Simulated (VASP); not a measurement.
These are SCAN meta-GGA, VASP's PBE PAW potentials (set 64) (plane waves; VASP) values and carry that method's errors.

Input for VASP

POSCAR:
```
SnSe2
1.0
  1.8815856104  -3.2590020883   0.0000000000
  1.8815856104   3.2590020883   0.0000000000
  0.0000000000   0.0000000000   6.3180525022
Sn Se
1 2
Cartesian
  0.0000000000   0.0000000000   0.0000000000
  1.8815856104   1.0863362021   1.5420102248
  1.8815856104  -1.0863362021   4.7760422774
```

### INCAR
```
# general
SYSTEM  = SnSe2
PREC    = Accurate
ENCUT   = 520   # plane-wave cut-off (eV)
LREAL   = F   # projection in real space or not
LASPH   = T

# electronic loop
EDIFF   = 1E-7   # SCF stop (eV)
NELM    = 100
ALGO    = Normal
LMAXMIX = 4   # l cut-off of mixed one-centre charges
LMIXTAU = T

# smearing
ISMEAR  = 0
SIGMA   = 0.05

# functional
METAGGA = SCAN

# ions
IBRION  = 2   # conjugate gradients
NSW     = 30
ISIF    = 4
EDIFFG  = -0.01

# output
LWAVE   = F
LCHARG  = F
```

KPOINTS:
```
Automatic mesh
0
G
7 7 4
0 0 0
```

POTCAR, in this order: Sn_d Se (PBE.64 set). Program: vasp_std.

Output

**OSZICAR**
```
...
DAV:   5    -0.770469227130E+02    0.22765E-03   -0.65431E-04   959   0.343E-01    0.188E-02
DAV:   6    -0.770470904448E+02   -0.16773E-03   -0.31418E-04   956   0.225E-01    0.126E-02
DAV:   7    -0.770470641066E+02    0.26338E-04   -0.13754E-05  1146   0.379E-02    0.808E-03
DAV:   8    -0.770470625633E+02    0.15433E-05   -0.59012E-06   976   0.295E-02    0.352E-03
DAV:   9    -0.770470524074E+02    0.10156E-04   -0.95557E-06   957   0.397E-02    0.100E-03
DAV:  10    -0.770470502985E+02    0.21089E-05   -0.18478E-07  1129   0.401E-03    0.549E-04
DAV:  11    -0.770470506705E+02   -0.37198E-06   -0.45228E-08   595   0.259E-03    0.336E-04
DAV:  12    -0.770470508444E+02   -0.17386E-06   -0.37217E-08   503   0.262E-03    0.161E-04
DAV:  13    -0.770470511658E+02   -0.32146E-06   -0.10263E-08   485   0.142E-03    0.163E-04
DAV:  14    -0.770470511040E+02    0.61844E-07   -0.15302E-09   482   0.656E-04
   2 F= -.77047051E+02 E0= -.77047051E+02  d E =-.254078E-01
       N       E                     dE             d eps       ncg     rms          rms(c)
DAV:   1    -0.770403630696E+02    0.66881E-02   -0.18045E+00   952   0.694E+00    0.398E-01
DAV:   2    -0.770531508727E+02   -0.12788E-01   -0.88358E-02  1220   0.217E+00    0.165E-01
DAV:   3    -0.770550241784E+02   -0.18733E-02   -0.31190E-03  1035   0.557E-01    0.121E-01
DAV:   4    -0.770549852818E+02    0.38897E-04   -0.57111E-04  1087   0.244E-01    0.614E-02
DAV:   5    -0.770547354237E+02    0.24986E-03   -0.65679E-04   961   0.347E-01    0.181E-02
DAV:   6    -0.770549048855E+02   -0.16946E-03   -0.34574E-04   960   0.238E-01    0.134E-02
DAV:   7    -0.770548745841E+02    0.30301E-04   -0.16042E-05  1116   0.392E-02    0.832E-03
DAV:   8    -0.770548707064E+02    0.38777E-05   -0.73026E-06   974   0.324E-02    0.349E-03
DAV:   9    -0.770548599017E+02    0.10805E-04   -0.11038E-05   959   0.429E-02    0.112E-03
DAV:  10    -0.770548571658E+02    0.27359E-05   -0.23975E-07  1186   0.440E-03    0.598E-04
DAV:  11    -0.770548574661E+02   -0.30026E-06   -0.45344E-08   576   0.258E-03    0.339E-04
DAV:  12    -0.770548575217E+02   -0.55588E-07   -0.45087E-08   489   0.285E-03
   3 F= -.77054858E+02 E0= -.77054858E+02  d E =-.332142E-01
       N       E                     dE             d eps       ncg     rms          rms(c)
DAV:   1    -0.770939249463E+02   -0.39067E-01   -0.19379E+00   958   0.100E+01    0.107E+00
DAV:   2    -0.770721468820E+02    0.21778E-01   -0.12108E-01  1060   0.352E+00    0.617E-01
DAV:   3    -0.770655433053E+02    0.66036E-02   -0.28750E-02  1197   0.169E+00    0.268E-01
DAV:   4    -0.770642721514E+02    0.12712E-02   -0.80628E-03  1007   0.106E+00    0.987E-02
DAV:   5    -0.770653163353E+02   -0.10442E-02   -0.57113E-03   953   0.912E-01    0.439E-02
DAV:   6    -0.770652814098E+02    0.34926E-04   -0.12032E-03   958   0.432E-01    0.336E-02
DAV:   7    -0.770652932058E+02   -0.11796E-04   -0.36448E-04  1002   0.251E-01    0.119E-02
DAV:   8    -0.770652181269E+02    0.75079E-04   -0.15516E-04   961   0.161E-01    0.670E-03
DAV:   9    -0.770652238865E+02   -0.57596E-05   -0.44913E-05   996   0.888E-02    0.692E-03
DAV:  10    -0.770651961912E+02    0.27695E-04   -0.35709E-05   961   0.829E-02    0.968E-04
DAV:  11    -0.770651941428E+02    0.20485E-05   -0.18031E-06  1154   0.168E-02    0.816E-04
DAV:  12    -0.770651951051E+02   -0.96237E-06   -0.65340E-08   869   0.289E-03    0.525E-04
DAV:  13    -0.770651930585E+02    0.20466E-05   -0.15658E-08   521   0.143E-03    0.127E-04
DAV:  14    -0.770651936290E+02   -0.57051E-06   -0.17066E-08   489   0.176E-03    0.449E-05
DAV:  15    -0.770651935207E+02    0.10826E-06   -0.15884E-09   488   0.508E-04    0.386E-05
DAV:  16    -0.770651932578E+02    0.26288E-06   -0.50247E-10   488   0.262E-04    0.310E-05
DAV:  17    -0.770651933493E+02   -0.91481E-07   -0.32625E-10   483   0.255E-04
   4 F= -.77065193E+02 E0= -.77065193E+02  d E =-.103358E-01
       N       E                     dE             d eps       ncg     rms          rms(c)
DAV:   1    -0.770938296601E+02   -0.28636E-01   -0.17514E+00   958   0.949E+00    0.102E+00
DAV:   2    -0.770744949552E+02    0.19335E-01   -0.10855E-01  1059   0.335E+00    0.587E-01
DAV:   3    -0.770684313597E+02    0.60636E-02   -0.25769E-02  1171   0.163E+00    0.251E-01
DAV:   4    -0.770672908386E+02    0.11405E-02   -0.73062E-03   971   0.993E-01    0.932E-02
DAV:   5    -0.770681864639E+02   -0.89563E-03   -0.51160E-03   954   0.863E-01    0.414E-02
DAV:   6    -0.770681539937E+02    0.32470E-04   -0.11507E-03   962   0.424E-01    0.322E-02
DAV:   7    -0.770681746932E+02   -0.20700E-04   -0.37619E-04   996   0.258E-01    0.118E-02
DAV:   8    -0.770680916116E+02    0.83082E-04   -0.15390E-04   978   0.162E-01    0.652E-03
DAV:   9    -0.770681000061E+02   -0.83946E-05   -0.46997E-05  1015   0.914E-02    0.682E-03
DAV:  10    -0.770680692373E+02    0.30769E-04   -0.36942E-05   960   0.848E-02    0.993E-04
DAV:  11    -0.770680674107E+02    0.18265E-05   -0.15705E-06  1121   0.152E-02    0.814E-04
DAV:  12    -0.770680684589E+02   -0.10482E-05   -0.54865E-08   828   0.262E-03    0.540E-04
DAV:  13    -0.770680662997E+02    0.21593E-05   -0.16983E-08   496   0.148E-03    0.134E-04
DAV:  14    -0.770680669623E+02   -0.66267E-06   -0.17952E-08   491   0.181E-03    0.433E-05
DAV:  15    -0.770680668623E+02    0.10003E-06   -0.15639E-09   488   0.519E-04    0.380E-05
DAV:  16    -0.770680665406E+02    0.32171E-06   -0.56543E-10   481   0.293E-04    0.399E-05
DAV:  17    -0.770680666322E+02   -0.91631E-07   -0.39363E-10   479   0.287E-04
   5 F= -.77068067E+02 E0= -.77068067E+02  d E =-.132091E-01
       N       E                     dE             d eps       ncg     rms          rms(c)
DAV:   1    -0.770681401415E+02   -0.73601E-04   -0.44358E-03   959   0.477E-01    0.515E-02
DAV:   2    -0.770681239064E+02    0.16235E-04   -0.27518E-04  1052   0.206E-01    0.295E-02
DAV:   3    -0.770681002632E+02    0.23643E-04   -0.63423E-05  1255   0.105E-01    0.127E-02
DAV:   4    -0.770680940623E+02    0.62008E-05   -0.19322E-05   999   0.494E-02    0.443E-03
DAV:   5    -0.770680906606E+02    0.34017E-05   -0.14135E-05   954   0.444E-02    0.207E-03
DAV:   6    -0.770680956057E+02   -0.49451E-05   -0.25866E-06   958   0.202E-02    0.142E-03
DAV:   7    -0.770680963362E+02   -0.73045E-06   -0.78381E-07   983   0.116E-02    0.634E-04
DAV:   8    -0.770680976264E+02   -0.12902E-05   -0.49551E-07   960   0.931E-03    0.305E-04
DAV:   9    -0.770680977693E+02   -0.14297E-06   -0.11699E-07   746   0.450E-03    0.339E-04
DAV:  10    -0.770680981706E+02   -0.40124E-06   -0.43836E-08   509   0.278E-03    0.860E-05
DAV:  11    -0.770680983240E+02   -0.15338E-06   -0.22867E-09   479   0.606E-04    0.357E-05
DAV:  12    -0.770680982694E+02    0.54536E-07   -0.27565E-10   479   0.244E-04
   6 F= -.77068098E+02 E0= -.77068098E+02  d E =-.132407E-01
       N       E                     dE             d eps       ncg     rms          rms(c)
DAV:   1    -0.770680633827E+02    0.34941E-04   -0.94758E-03   952   0.520E-01    0.308E-02
DAV:   2    -0.770680929283E+02   -0.29546E-04   -0.45129E-04  1193   0.170E-01    0.120E-02
DAV:   3    -0.770680806355E+02    0.12293E-04   -0.17372E-05  1060   0.435E-02    0.793E-03
DAV:   4    -0.770680730533E+02    0.75823E-05   -0.39038E-06  1041   0.217E-02    0.368E-03
DAV:   5    -0.770680610898E+02    0.11963E-04   -0.33075E-06   963   0.255E-02    0.108E-03
DAV:   6    -0.770680627637E+02   -0.16739E-05   -0.21532E-06   962   0.191E-02    0.121E-03
DAV:   7    -0.770680606964E+02    0.20673E-05   -0.11611E-07   823   0.386E-03    0.702E-04
DAV:   8    -0.770680596822E+02    0.10142E-05   -0.37136E-08   530   0.213E-03    0.211E-04
DAV:   9    -0.770680586871E+02    0.99508E-06   -0.60991E-08   695   0.319E-03    0.568E-05
DAV:  10    -0.770680585626E+02    0.12459E-06   -0.34997E-09   485   0.673E-04    0.716E-05
DAV:  11    -0.770680585231E+02    0.39492E-07   -0.66444E-10   485   0.343E-04
   7 F= -.77068059E+02 E0= -.77068059E+02  d E =0.397464E-04
```

### OUTCAR
```
------------------------ aborting loop because EDIFF is reached ----------------------------------------
  FORCE on cell =-STRESS in cart. coord.  units (eV):
  Direction    XX          YY          ZZ          XY          YZ          ZX
  --------------------------------------------------------------------------------------
  Total        0.6384697      0.6384698      0.6439584      0.0000000      0.0000000     -0.0000000
  in kB       13.2016738     13.2016761     13.3151649      0.0000000      0.0000000     -0.0000000
  external PRESSURE =      13.2395049 kB  Pullay stress =       0.0000000 kB
  volume of cell :       77.49
      direct lattice vectors                 reciprocal lattice vectors
     1.910750438 -3.309517134 -0.000000000     0.261677292 -0.151079441 -0.000000000
     1.910750438  3.309517134  0.000000000     0.261677292  0.151079441  0.000000000
    -0.000000000 -0.000000000  6.126652536    -0.000000000 -0.000000000  0.163221269
 POSITION                                       TOTAL-FORCE (eV/Angst)
 -----------------------------------------------------------------------------------
      1.91075      3.30952      0.00000         0.000000     -0.000000      0.000000
      1.91075      1.10317      1.57297         0.000000      0.000000      0.002559
      1.91075     -1.10317      4.55368        -0.000000      0.000000     -0.002559
 -----------------------------------------------------------------------------------
    total drift:                                0.000000      0.000000      0.000000
  FREE ENERGIE OF THE ION-ELECTRON SYSTEM (eV)
  ---------------------------------------------------
  free  energy   TOTEN  =       -77.0680585231 eV

  energy  without entropy=      -77.0680585231  energy(sigma->0) =      -77.06805852

 reached required accuracy - stopping structural energy minimisation
```
(Selected blocks of OUTCAR.)

### CONTCAR
```
SnSe2
   1.00000000000000
     1.9107504382919478   -3.3095171339182312   -0.0000000000000000
     1.9107504382919478    3.3095171339182312    0.0000000000000000
    -0.0000000000000000   -0.0000000000000000    6.1266525357743413
  Sn              Se
     1     2
Direct
     0.0000000000000000    1.0000000000000000    0.0000000000000000
     0.3333330000000032    0.6666669999999968    0.2567428832837569
     0.6666669999999968    0.3333330000000032    0.7432571167162431
```

The compound is SnSe2 in the 1T layered structure. This cell is one point of a volume scan, at 0.94 of the reference volume. Symmetry was kept, so distortions that lower it aren't found.
